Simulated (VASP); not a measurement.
Consider the following.

```xyz
4
Lattice="2.0091 -3.3216 0.0000 2.0091 3.3216 0.0000 0.0000 0.0000 5.1234" Properties=species:S:1:pos:R:3 pbc="T T T"
Ni     0.0000     0.0000     2.5617
Ni     0.0000     0.0000     0.0000
Sb     2.0091     1.1072     1.2808
Sb     2.0615    -1.1072     3.8425
```

Method: PBE GGA + U (Dudarev), VASP's PBE PAW potentials (set 64) (plane waves; VASP). Numerical set-up: 400 eV cut-off, 8×8×6 Γ-centred mesh, first-order Methfessel-Paxton smearing of 0.10 eV, potentials Ni Sb, U − J: Ni 6.00 eV.

Unless said otherwise, spin-orbit coupling is left out, though it shifts the bands of the heavy elements here.

Question: Predict the energy per atom (σ→0), pressure, largest force, band gap (on the k-mesh) with the smallest direct gap where there is one.

Answer: 
```yaml
band gap (on the k-mesh): none (metal, semimetal or under 0.01 eV)
energy per atom (σ→0): -3.341 eV/atom
pressure: -2.05 GPa
largest_force: 0.01391 Ry/bohr
```

Only differences to runs with the same potentials and settings are physical.

The compound is NiSb in the NiAs type structure. The cell was not relaxed at this level, atoms are displaced from their ideal sites. The run is one of a series of settings (LDAU = .TRUE., LDAUJ = 0 0, LDAUL = 2 -1, LDAUTYPE = 2, LDAUU = 6.0 0 against the base run), some of them coarse on purpose. The run is not spin-polarised, so no magnetic state was tried.
